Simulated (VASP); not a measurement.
Input:

```yaml
crystal:
  lattice:
    - [-1.54810, 1.54810, 1.54810]
    - [1.54810, -1.54810, 1.54810]
    - [1.54810, 1.54810, -1.54810]
  atoms:
    - { symbol: W, position: [0.00000, 0.00000, 0.00000] }
```

The numbers are results of PBE GGA with D3 dispersion (zero damping), VASP's PBE PAW potentials (set 64) (plane waves; VASP), not measurements. Run with 520 eV cut-off, 16×16×16 Γ-centred mesh, first-order Methfessel-Paxton smearing of 0.10 eV, potentials W_sv.

Unless said otherwise, spin-orbit coupling is left out, though it shifts the bands of the heavy elements here.

**Question.** Estimate the energy per atom (σ→0), pressure, band gap (on the k-mesh) with the smallest direct gap where there is one.

**Answer.** 
```json
{
  "band gap (on the k-mesh)": "none (metal, semimetal or under 0.01 eV)",
  "energy per atom (σ→0)": "-13.510 eV/atom",
  "pressure": "222.7 kbar"
}
```

Total energies compare only between runs with the same potentials, cut-off and functional.

The compound is W in the bcc structure. This cell is one point of a volume scan, at 0.94 of the reference volume.
